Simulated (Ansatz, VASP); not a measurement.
**CO2: VASP beside Ansatz**

Aim: how closely do two programs agree when they are given the same cell, functional and k mesh? Of the first pair: The cell is taken from a series of runs on this material, whose earlier steps may have relaxed, scaled, displaced or heated it; both programs get it as it stands.

Calculated with Ansatz 0.2.0; plane waves, with VASP 6.6.1 beside it; relaxation of cell and atoms at PBEsol with D3(BJ) and single point at PBEsol with D3(BJ).

## (1) The starting structure

The structure is tetragonal, space group I-42d (No. 122). The conventional cell has a = 3.901 Å, b = 3.901 Å, c = 5.929 Å, α = 90.00°, β = 90.00°, γ = 90.00°. C has 4 O at 1.39 Å nearest. O has 2 C at 1.39 Å nearest. Farther neighbours and most contacts between anions are not listed.

## (2) Ansatz: relaxation of cell and atoms, PBEsol with D3(BJ)

Ansatz runs on its default PAW (the set named soft_2) files.

The relaxed volume is the usual yardstick between codes: in a stiff, nearly cubic crystal its relative difference is about their pressure difference at one cell divided by the bulk modulus.

Input file input.yaml:

```yaml
crystal:
  lattice:
    - [-1.9503177449, 1.9503177449, 2.9645990551]
    - [1.9503177449, -1.9503177449, 2.9645990551]
    - [1.9503177449, 1.9503177449, -2.9645990551]
  atoms:
    - { symbol: C, position: [0.75, 0.25, 0.5] }
    - { symbol: C, position: [0.0, 0.0, 0.0] }
    - { symbol: O, position: [0.7060034233, 0.125, 0.0810034233] }
    - { symbol: O, position: [0.0439965767, 0.625, 0.9189965767] }
    - { symbol: O, position: [0.375, 0.2939965767, 0.4189965767] }
    - { symbol: O, position: [0.875, 0.9560034233, 0.5810034233] }
kpoints:
  mp_grid: { grid: [8, 8, 8] }
hamiltonian:
  xc: pbesol
  dispersion: d3bj
scf:
  occupations: { method: fixed }
output:
  forces: true
  stress: true
  eigenvalues: true
relax:
  adjacent_minimum: "off"
  f_tol: 0.001
  max_steps: 60
  cell: { stress_tol: 0.01 }
```

Started as:

```
> ansatz run input.yaml --threads 8 --pin off --max-ram 14336MiB --backend cpu --events-out ev --progress --plain --runs-dir out
```

Numbers of over 12 decimals in the logs are rounded to 6 here.

What it wrote:

```text
Engine: ansatz 0.2.0, aarch64-unknown-linux-gnu
Pseudopotentials: kind: paw
Pseudopotential: C, paw, valence charge 4, recommended cutoff 420 eV (normal), C.paw.azcp
Pseudopotential: O, paw, valence charge 6, recommended cutoff 420 eV (normal), O.paw.azcp
Functional definition: PBEsol
  exchange = pbesol_x
  correlation = pbesol_c
Crystal: 6 atoms, lattice volume = 45.106 Å³
Basis set: ecut = 420 eV, 901 PW (Γ), exchange–correlation on 60×60×60 points (8 copies of the dense FFT grid, shifted against one another)
Bands: 22, of which v1, the nominal top of the filled ones, is band 16 counted from 1 (15 counted from 0)
Symmetry: 8 space group operations
Space group: I-42d (ITA 122), of the structure as read, at distance tolerance 3.6e-5 Å
k-points: 59 of 512 (time reversal used)
Non-local potential: C, projectors of the file, l = 0: 2, l = 1: 2, l = 2: 1
Non-local potential: O, projectors of the file, l = 0: 2, l = 1: 2, l = 2: 1
PAW form: soft (Blöchl's): semilocal exchange-correlation on the pseudo side does not see the compensation charge
PAW frozen core: C, regenerated for the run's functional, and the local potential with it (the file was generated under x = pbe(κ = 0.804, μ = 0.219515), c = pbe(β = 0.066725))
PAW frozen core: O, regenerated for the run's functional, and the local potential with it (the file was generated under x = pbe(κ = 0.804, μ = 0.219515), c = pbe(β = 0.066725))
PAW one-centre angular grid: C, 110 points (default); XC on 64 Gauss nodes
PAW one-centre angular grid: O, 110 points (default); XC on 64 Gauss nodes
Initial density: superposition of atomic densities (neutral atoms: chi_scale 0, normalization atom), corrected by the library's trained network
Initial wavefunctions: pseudopotential atomic-orbital guess
Functional: x = pbesol(κ = 0.804, μ = 0.123457), c = pbesol(β = 0.046)
SCF iter   1: F=—  HF=-2733.108148 eV  |F-HF|=—  |Δ(HF+E_count)|=         —  Δρ=1.04e-2  dr2=3.10e-2  ethr=1.77e-3  ⟨swp⟩=4.9  Hψ=4954  notcnv=0  defer=226
preconditioner: auto → none  [insulator: Δε(μ)=7.614 eV  Ē_g=19.252 eV  n_scr=14 (ndim 8)  ℏωp=31.3 eV  f_vac=0.026  ε∞_Penn≈3.6]
SCF iter   2: F=—  HF=-2733.099161 eV  |F-HF|=—  |Δ(HF+E_count)|=   8.99e-3  Δρ=2.74e-3  dr2=1.93e-3  ethr=9.69e-5  ⟨swp⟩=2.9  Hψ=2791  notcnv=0  defer=232
SCF iter   3: F=—  HF=-2733.099107 eV  |F-HF|=—  |Δ(HF+E_count)|=   5.41e-5  Δρ=1.19e-3  dr2=2.92e-4  ethr=6.02e-6  ⟨swp⟩=2.0  Hψ=2117  notcnv=0  defer=233
SCF iter   4: F=—  HF=-2733.099154 eV  |F-HF|=—  |Δ(HF+E_count)|=   4.68e-5  Δρ=4.16e-4  dr2=1.56e-5  ethr=9.12e-7  ⟨swp⟩=2.0  Hψ=1891  notcnv=0  defer=180
SCF iter   5: F=—  HF=-2733.099189 eV  |F-HF|=—  |Δ(HF+E_count)|=   3.50e-5  Δρ=3.78e-5  dr2=1.82e-7  ethr=4.88e-8  ⟨swp⟩=2.4  Hψ=2191  notcnv=0  defer=111
SCF iter   6: F=-2733.099189 eV  HF=-2733.099189 eV  |F-HF|=6.37e-9  |Δ(HF+E_count)|=   3.16e-7  Δρ=5.51e-6  dr2=3.95e-9  ethr=3.13e-10  ⟨swp⟩=10.1  Hψ=6293  notcnv=0
SCF 1 converged in 6 iterations: F = -2733.099189 eV  dr2 = 3.95e-9
  greatest PAW one-centre occupation: 0.865 electrons in one spin orbital (limit 2), on the O atom at site 5 (counted from 0), in its partial waves of l = 0
relax step   1: F+E_penalty+E_count = -2733.09918924 eV  Δ(F+E_penalty+E_count) = +0.000e0 eV  max|allowed force component| = 3.080e-4 eV/Å  Δτ_max = 0.0000 Å  P = -0.022 GPa  Ω = 45.106 Å³  (6 SCF iters, dr2 threshold 1.00e-7 eV, accepted)
[...]
relax step   2: F+E_penalty+E_count = -2733.09922582 eV  Δ(F+E_penalty+E_count) = -3.658e-5 eV  max|allowed force component| = 1.633e-4 eV/Å  Δτ_max = 0.0001 Å  P = -0.005 GPa  Ω = 45.101 Å³  energy of the carried Pulay correction = +3.603e-5 eV  (3 SCF iters, dr2 threshold 1.94e-9 eV, accepted)
[...]
relax step   3: F+E_penalty+E_count = -2733.09922582 eV  Δ(F+E_penalty+E_count) = -1.432e-10 eV  max|allowed force component| = 1.538e-4 eV/Å  Δτ_max = 0.0000 Å  P = -0.006 GPa  Ω = 45.101 Å³  stress off target by 9.83e-3 GPa  SCF on the basis re-selected at this cell (its energy is not comparable with the rows above)  (4 SCF iters)
basis re-selected at this cell: Δ(F+E_penalty+E_count) = -1.432e-10 eV, ΔP = -0.001 GPa vs the last step (what re-selecting the basis moved, of the pressure what is left beyond the Pulay correction that the steps carried, after the strain that the cell walked since its last selection, with what the two solves' SCF thresholds leave and, on support functions, any second-order correction that the steps lacked; it is no  [...]
SCF converged after 4 iterations
Free energy (F): -2733.099226 eV
Harris-Foulkes:  -2733.099226 eV  (|F-HF|=1.82e-12)
Internal energy: -2733.099226 eV  (E = F + TS)
E sigma→0 (E₀):  -2733.099226 eV
Fermi energy:    5.480763 eV
--- Per-component energies (eV) ---
  E_band       = -103.596564
  E_kinetic    = 882.882871
  E_local      = -1718.251664  (includes V_loc(G=0)·N_el)
  E_nonlocal   = 246.059162
  E_hartree    = 566.303012
  E_xc         = -383.822807
  E_vxc        = -488.808431  (∫ρ·V_xc dr)
  E_paw        = -801.532222  (= ΣΔE_a)
  E_vpaw       = -158.094675  (= ΣTr[D̂ρ^β])
  E_aug_tail   = 0.010126  (compensation charges beyond the density's cutoff)
  E_ewald      = -1524.516725
  E_disp       = -0.414331  (pairwise vdW)
  E_core_change = 0.183353  (= ΣΔE_core)
  E_smearing   = -0.000000  (= −TS)
  E_closure    = 0.000000  (closes the sum)
  Σ components = -2733.099226   (vs F -2733.099226, Δ=0.00e0)
--- Forces (eV/Å), atoms counted from 1 ---
  atom   1  C     -0.00000000    -0.00000000     0.00000000
  atom   2  C     -0.00000000    -0.00000000     0.00000000
  atom   3  O      0.00000000     0.00015376    -0.00000000
  atom   4  O      0.00000000    -0.00015376     0.00000000
  atom   5  O     -0.00015376     0.00000000    -0.00000000
  atom   6  O      0.00015376    -0.00000000    -0.00000000
  max |Σ_I F_I| component: 1.22e-16 eV/Å
--- Stress (GPa, compression-positive) ---
       -0.009832      -0.000000      -0.000000
        0.000000      -0.009832       0.000000
       -0.000000       0.000000       0.000843
  P = ⅓ Tr σ = -0.0063 GPa (-0.063 kbar)
--- Band table (eV; the first three rows and the last of 59) ---
  k-point 0: bands = [... 12 lower, 4.1569, 4.6079, 4.6079, 5.0735, 13.1357, 15.0269, 15.0269, 15.0473, ... 2 higher]
  k-point 1: bands = [... 12 lower, 4.2930, 4.3417, 4.5027, 4.8999, 13.3292, 15.0161, 15.1728, 15.4007, ... 2 higher]
  k-point 2: bands = [... 12 lower, 4.2532, 4.2869, 4.6369, 4.8171, 13.6803, 14.9565, 15.7098, 15.7751, ... 2 higher]
  k-point 58: bands = [... 12 lower, 2.5619, 2.5619, 5.4533, 5.4533, 14.4494, 14.4494, 16.4548, 16.4548, ... 2 higher]
--- Relaxed structure (2 steps of the walk, 2 accepted, 1 SCFs on fresh bases) ---
  F+E_penalty+E_count = -2733.09922582 eV   max|allowed force component| = 1.538e-4 eV/Å   (the final SCF, on the basis selected at the relaxed cell)
  cell:  # Å, volume = 45.1015 Å³
    - [-1.950191, 1.950191, 2.964670]
    - [1.950191, -1.950191, 2.964670]
    - [1.950191, 1.950191, -2.964670]
  atoms:
    - { symbol: C, position: [0.75, 0.25, 0.500000] }
    - { symbol: C, position: [0, 0, 0] }
    - { symbol: O, position: [0.705984, 0.125000, 0.080984] }
    - { symbol: O, position: [0.044016, 0.625, 0.919016] }
    - { symbol: O, position: [0.375000, 0.294016, 0.419016] }
    - { symbol: O, position: [0.875, 0.955984, 0.580984] }
```

## (3) VASP: relaxation of cell and atoms, PBEsol with D3(BJ)

The same cell, functional and mesh now go to VASP, with its own data sets.

Lines of VASP's logs that name or quote its potential files are left out, and so is its time.

Input file INCAR:

```
SYSTEM = CO2
PREC = Accurate
ENCUT = 600
EDIFF = 1E-07
NELM = 120
ISMEAR = 0
SIGMA = 0.01
LREAL = .FALSE.
ALGO = Normal
GGA = PS
IVDW = 12
NBANDS = 22
LORBIT = 11
LWAVE = .FALSE.
LCHARG = .FALSE.
ISIF = 3
IBRION = 2
NSW = 80
EDIFFG = -0.005
LASPH = .TRUE.
GGA_COMPAT = .FALSE.
NELMIN = 4
EFERMI = MIDGAP
KPAR = 2
```

Input file POSCAR:

```
CO2
1.0
   -1.9503180000      1.9503180000      2.9645990000
    1.9503180000     -1.9503180000      2.9645990000
    1.9503180000      1.9503180000     -2.9645990000
C O
2 4
Direct
    0.7500000843      0.2500000843      0.5000000000
    0.0000000000      0.0000000000      0.0000000000
    0.7060034147      0.1249999578      0.0810034569
    0.0439965010      0.6249999578      0.9189965431
    0.3750000422      0.2939965853      0.4189965431
    0.8750000422      0.9560034990      0.5810034569
```

Input file KPOINTS:

```
Automatic mesh
0
Gamma
8 8 8
0 0 0
```

The projector-augmented-wave data sets are C and O (PBE family, release 64).

Started as:

```
> mpirun -np 2 vasp_std
```

What it wrote:

```text
[banner, memory and clock lines left out]
running    2 mpi-ranks, on    1 nodes
 distrk:  each k-point on    1 cores,    2 groups
 distr:  one band on    1 cores,    1 groups

 POSCAR found type information on POSCAR C O
 POSCAR found :  2 types and       6 ions
|                                                                             |
|               ----> ADVICE to this user running VASP <----                  |
|                                                                             |
|     You enforced a specific xc type in the INCAR file but a different       |
|     [... a line on the potential file left out ...]
|     I HOPE YOU KNOW WHAT YOU ARE DOING!                                     |
|                                                                             |

 LDA part: xc-table for (Slater+PW92), standard interpolation
 POSCAR, INCAR and KPOINTS ok, starting setup
 FFT: planning ... GRIDC
 FFT: planning ... GRID_SOFT
 FFT: planning ... GRID
 WAVECAR not read
 entering main loop
       N       E                     dE             d eps       ncg     rms          rms(c)
DAV:   1     0.181169642506E+03    0.18117E+03   -0.20607E+04  2596   0.163E+03
DAV:   2    -0.406114068942E+02   -0.22178E+03   -0.21451E+03  3438   0.341E+02
DAV:   3    -0.488636310422E+02   -0.82522E+01   -0.82122E+01  3304   0.671E+01
DAV:   4    -0.489439136807E+02   -0.80283E-01   -0.80194E-01  3192   0.735E+00
DAV:   5    -0.489451032647E+02   -0.11896E-02   -0.11893E-02  3292   0.860E-01    0.126E+01
DAV:   6    -0.462117433608E+02    0.27334E+01   -0.77695E+00  3202   0.216E+01    0.523E+00
DAV:   7    -0.461529052402E+02    0.58838E-01   -0.62679E-01  3154   0.599E+00    0.284E+00
DAV:   8    -0.461249583639E+02    0.27947E-01   -0.73998E-02  3028   0.252E+00    0.475E-01
DAV:   9    -0.461222268744E+02    0.27315E-02   -0.17383E-02  3220   0.107E+00    0.180E-01
DAV:  10    -0.461222091733E+02    0.17701E-04   -0.17041E-03  3154   0.344E-01    0.595E-02
DAV:  11    -0.461221784974E+02    0.30676E-04   -0.19421E-04  3232   0.107E-01    0.185E-02
DAV:  12    -0.461221832149E+02   -0.47175E-05   -0.15872E-05  3112   0.322E-02    0.464E-03
DAV:  13    -0.461221832819E+02   -0.66966E-07   -0.25936E-06  3244   0.119E-02    0.278E-03
DAV:  14    -0.461221832957E+02   -0.13807E-07   -0.32338E-07  3148   0.506E-03
   1 F= -.46536374E+02 E0= -.46536374E+02  d E =-.465364E+02
 curvature:   0.00 expect dE= 0.000E+00 dE for cont linesearch  0.000E+00
 trial: gam= 0.00000 g(F)=  0.184E-02 g(S)=  0.300E-02 ort = 0.000E+00 (trialstep = 0.100E+01)
 search vector abs. value=  0.484E-02
 bond charge predicted
       N       E                     dE             d eps       ncg     rms          rms(c)
DAV:   1    -0.461293518989E+02   -0.71686E-02   -0.66572E-01  3004   0.672E+00    0.566E-01
DAV:   2    -0.461250425636E+02    0.43093E-02   -0.19383E-02  3058   0.114E+00    0.219E-01
DAV:   3    -0.461243395693E+02    0.70299E-03   -0.29786E-03  3190   0.369E-01    0.569E-02
DAV:   4    -0.461242679075E+02    0.71662E-04   -0.21451E-04  3208   0.132E-01    0.327E-02
DAV:   5    -0.461242511285E+02    0.16779E-04   -0.58710E-05  3064   0.583E-02    0.718E-03
DAV:   6    -0.461242503768E+02    0.75176E-06   -0.59510E-06  3166   0.180E-02    0.344E-03
DAV:   7    -0.461242498725E+02    0.50424E-06   -0.49592E-07  3178   0.631E-03    0.103E-03
DAV:   8    -0.461242497292E+02    0.14329E-06   -0.23146E-08  1682   0.115E-03    0.340E-04
DAV:   9    -0.461242496664E+02    0.62820E-07   -0.10279E-08  1502   0.727E-04
   2 F= -.46534874E+02 E0= -.46534874E+02  d E =0.150020E-02
 trial-energy change:    0.001500  1 .order    0.001473   -0.004836    0.007782
 step:   0.3802(harm=  0.3833)  dis= 0.00179  next Energy=   -46.537292 (dE=-0.918E-03)
 bond charge predicted
       N       E                     dE             d eps       ncg     rms          rms(c)
DAV:   1    -0.461264299523E+02   -0.21802E-02   -0.25608E-01  3022   0.418E+00    0.352E-01
DAV:   2    -0.461247670193E+02    0.16629E-02   -0.75130E-03  3052   0.706E-01    0.137E-01
DAV:   3    -0.461244935024E+02    0.27352E-03   -0.11672E-03  3208   0.232E-01    0.353E-02
DAV:   4    -0.461244665954E+02    0.26907E-04   -0.85944E-05  3184   0.834E-02    0.204E-02
DAV:   5    -0.461244604162E+02    0.61792E-05   -0.22416E-05  3094   0.360E-02    0.461E-03
DAV:   6    -0.461244608511E+02   -0.43487E-06   -0.24189E-06  3166   0.114E-02    0.220E-03
DAV:   7    -0.461244611332E+02   -0.28214E-06   -0.18363E-07  2060   0.401E-03    0.695E-04
DAV:   8    -0.461244612143E+02   -0.81091E-07   -0.33174E-08  1544   0.133E-03
   3 F= -.46537291E+02 E0= -.46537291E+02  d E =-.917078E-03
 curvature:  -0.19 expect dE=-0.190E-05 dE for cont linesearch -0.131E-07
 trial: gam= 0.00581 g(F)=  0.467E-05 g(S)=  0.524E-05 ort =-0.182E-04 (trialstep = 0.876E+00)
 search vector abs. value=  0.986E-05
 reached required accuracy - stopping structural energy minimisation
```

Parts of OUTCAR (step 3):

```text
ion  position               nearest neighbor table
   1  0.750  0.250  0.500-   3 1.39   4 1.39   5 1.39   6 1.39
   2  0.000  0.000  0.000-   6 1.39   5 1.39   3 1.39   4 1.39
   3  0.706  0.125  0.081-   1 1.39   2 1.39
   4  0.044  0.625  0.919-   1 1.39   2 1.39
   5  0.375  0.294  0.419-   1 1.39   2 1.39
   6  0.875  0.956  0.581-   2 1.39   1 1.39

  LATTYP: Found a body centered tetragonal cell.
 ALAT       =     3.9006360000
 C/A-ratio  =     1.5200592929

 Subroutine GETGRP returns: Found  8 space group operations
 (whereof  4 operations were pure point group operations)

The static configuration has the point symmetry S_4 .
 The point group associated with its full space group is D_2d.

 Found     59 irreducible k-points:

   k-points           NKPTS =     59   k-points in BZ     NKDIM =     59   number of bands    NBANDS=     22

   dimension x,y,z NGX =    32 NGY =   32 NGZ =   32
   dimension x,y,z NGXF=    64 NGYF=   64 NGZF=   64

   ENCUT  =  600.0 eV  44.10 Ry    6.64 a.u.   8.09  8.09  8.09*2*pi/ulx,y,z

   NELECT =      32.0000    total number of electrons

 k-points in reciprocal lattice and weights: Automatic mesh
   0.00000000  0.00000000  0.00000000       0.002
   0.12500000 -0.00000000  0.00000000       0.016
   0.25000000 -0.00000000  0.00000000       0.016
   0.37500000  0.00000000 -0.00000000       0.016
   0.50000000 -0.00000000  0.00000000       0.008
   0.12500000  0.12500000  0.00000000       0.016
   0.25000000  0.12500000  0.00000000       0.031
   0.37500000  0.12500000  0.00000000       0.031
   0.50000000  0.12500000  0.00000000       0.031
[...]
-0.37500000 -0.37500000  0.37500000       0.004
   0.50000000  0.50000000  0.50000000       0.002

 Edisp (eV)   -0.41062

 average (electrostatic) potential at core
       1 -54.9177       2 -54.9177       3 -72.2041       4 -72.2041       5 -72.2041
       6 -72.2041

 E-fermi :   6.2699

 k-point     1 :       0.0000    0.0000    0.0000
  band No.  band energies     occupation
    ...
     12       1.1640      2.00000
     13       1.1640      2.00000
     14       1.6098      2.00000
     15       1.6098      2.00000
     16       2.0645      2.00000
     17      10.0512      0.00000
     18      11.9397      0.00000
     19      11.9397      0.00000
     20      11.9459      0.00000
     21      14.7616      0.00000
    ...

 k-point     2 :       0.1250   -0.0000    0.0000
  band No.  band energies     occupation
    ...
     12       1.0017      2.00000
     13       1.2148      2.00000
     14       1.4005      2.00000
     15       1.6172      2.00000
     16       1.9419      2.00000
     17      10.2504      0.00000
     18      11.9083      0.00000
     19      11.9425      0.00000
     20      12.2846      0.00000
     21      14.5925      0.00000
    ...

 k-point     3 :       0.2500   -0.0000    0.0000
  band No.  band energies     occupation
    ...
     12       0.1512      2.00000
     13       0.8657      2.00000
     14       1.5657      2.00000
     15       1.6396      2.00000
     16       2.0187      2.00000
     17      10.6225      0.00000
     18      11.9116      0.00000
     19      11.9961      0.00000
     20      12.8428      0.00000
     21      14.4013      0.00000
    ...

 Edisp (eV)   -0.41283

  Total      -0.01805    -0.01805    -0.00076     0.00000     0.00000     0.00000
  in kB      -0.63910    -0.63910    -0.02699     0.00000     0.00000     0.00000
  external pressure =       -0.44 kB  Pullay stress =        0.00 kB

  energy-cutoff  :      600.00
  volume of cell :       45.25
      direct lattice vectors                 reciprocal lattice vectors
    -1.952556158  1.952556158  2.967329410     0.000000000  0.256074581  0.168501683
     1.952556158 -1.952556158  2.967329410     0.256074581  0.000000000  0.168501683
     1.952556158  1.952556158 -2.967329410     0.256074581  0.256074581  0.000000000

 POSITION                                       TOTAL-FORCE (eV/Angst)
 -----------------------------------------------------------------------------------
      0.00000      1.95256      1.48367         0.000000      0.000000     -0.000000
     -0.00000      0.00000      0.00000         0.000000      0.000000     -0.000000
     -0.97628      1.29080      2.22550         0.000000     -0.004917     -0.000000
      2.92883      0.66175     -0.74183         0.000000      0.004917      0.000000
      0.66175      0.97628      0.74183         0.004917      0.000000      0.000000
      1.29080      0.97628      3.70916        -0.004917     -0.000000      0.000000
 -----------------------------------------------------------------------------------
    total drift:                               -0.000000     -0.000001     -0.000130

  FREE ENERGIE OF THE ION-ELECTRON SYSTEM (eV)
  ---------------------------------------------------
  free  energy   TOTEN  =       -46.5372908449 eV

  energy  without entropy=      -46.5372908449  energy(sigma->0) =      -46.53729084

 reached required accuracy - stopping structural energy minimisation

 total charge
# of ion       s       p       d       tot
------------------------------------------
    1        0.789   1.580   0.000   2.368
    2        0.789   1.580   0.000   2.368
    3        1.560   3.622   0.000   5.182
    4        1.560   3.622   0.000   5.182
    5        1.560   3.622   0.000   5.182
    6        1.560   3.622   0.000   5.182
--------------------------------------------------
tot          7.817  17.646   0.000  25.463

[... 3 further parts left out ...]
```

The run keeps the 8 symmetry operations of its start, so it cannot find a distortion of lower symmetry.

## (4) Comparison

Known differences besides the potentials themselves: fixed occupations in Ansatz, narrow Gaussian smearing in VASP; the cutoff is 420 eV in Ansatz and 600 eV in VASP; Ansatz makes its cores anew for this functional, VASP keeps those of its PBE data sets; Ansatz adds a Pulay correction to the stress that steers its cell, VASP none. Total energies have different zeros and are not compared.

Both answers:

| quantity | Ansatz | VASP | difference |
| --- | --- | --- | --- |
| volume (Å³) | 45.10 | 45.25 | -0.33 % |
| edge a after relaxation, in the typed setting (Å) | 4.049 | 4.053 | -0.10 % |

[end of part 1 of 2]

[Lines on the potential files, build, host, timing and source positions are cut from VASP's logs without a mark.]

[Logs are printed without paths, hosts, clocks, repeated set-up lines and the standing remarks that a program may print on its own settings, such as how far it seeks lower states.]

[Hosts, paths, dates, database ids (printed as entryN), source tags and the programs' standing remarks are cut or masked in the printed files.]
